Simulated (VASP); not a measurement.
Set up this calculation in VASP 6.6.1, as the native input.

```
Task                   : single point
Functional             : PBEsol
Potentials or basis    : VASP PAW PBE potentials, release 64 (O, H, Na_pv, Br)
Cutoff                 : 520 eV
k mesh                 : 1 × 1 × 1
Occupations            : fermi-dirac, width 0.02 eV
Spin                   : no spin polarisation
Dipole correction      : no
Further INCAR settings : LREAL = Auto; ALGO = Fast; EDIFF = 1e-07; NBANDS = 58
```

The structure of NaH16BrO8 lies in POSCAR:

```
NaH16BrO8
1.0
    6.5731380000      0.0000000000      0.0000000000
    0.0000000000      6.5731380000      0.0000000000
    0.0000000000      0.0000000000      6.5731380000
O H Na Br
8 16 1 1
Direct
    0.8057034555      0.6856390357      0.1753804652
    0.7840547392      0.4648768975      0.5085090257
    0.1224681423      0.3594934413      0.7542516223
    0.6387816595      1.0514460521      0.6603390953
    0.1527733025      0.7799927523      0.9538823010
    0.9857848717      0.8944434150      0.5527344778
    0.3718771765      1.0316685881      0.2978333940
    0.7164766661      0.0542511050      1.0657010396
    0.9633906971      0.7122625449      0.1227724110
    0.8142534053      0.5854433605      0.2774473927
    0.6782757338      0.5649204383      0.5387989724
    0.7445606649      0.3170936013      0.5361061946
    0.1780276026      0.3941496436      0.6094197322
   -0.0198839580      0.3537427633      0.7111823911
    0.5313443898      1.0489358355      0.5532821614
    0.7549057999      0.9716059514      0.6209058748
    0.2303922419      0.7598958062      1.0802755092
    0.1971508890      0.6539038128      0.8869431921
    1.0434437859      0.7841764466      0.4759218504
    1.0781304150      0.9175069807      0.6700300526
    0.4923219321      1.0668420471      0.2013954370
    0.3708883033      0.8912790208      0.2431106726
    0.6885448016      0.0326328156      0.9177047553
    0.7265935996     -0.1013975365      1.1071424333
    0.1387008762      0.1748175681      0.0324806812
    0.2683193324      0.5093457645      0.3397768311
```

The cell was built by a generator and needn't be a form met in nature.

One way to write it, as run:

INCAR

```
ALGO = Fast
EDIFF = 1E-7
ENCUT = 520
GGA = PS
ISIF = 2
ISMEAR = -1
LASPH = True
LCHARG = False
LREAL = Auto
LWAVE = False
NBANDS = 58
NELM = 80
PREC = Accurate
SIGMA = 0.02
```

KPOINTS

```
k-points
0
Gamma
  1 1 1
```

Potentials or basis: VASP PAW PBE potentials, release 64 (O, H, Na_pv, Br).

Command:

```bash
$ cat potpaw_PBE.64/O/POTCAR potpaw_PBE.64/H/POTCAR potpaw_PBE.64/Na_pv/POTCAR potpaw_PBE.64/Br/POTCAR > POTCAR
$ mpirun -np 1 vasp_gam > vasp.out
```

Results of the run:

```json
{"Pressure": "-0.2 GPa", "Largest force": "5.039 eV/Å", "Band gap on the k mesh": "3.76 eV, direct"}
```

Caveat: the PAW data sets were made with another functional, which shifts forces and pressure a little.

Wall time 74 s on 1 thread of AMD EPYC 7R43 64-Core Processor (Zen 3), on a shared host, peak memory 0.3 GiB.
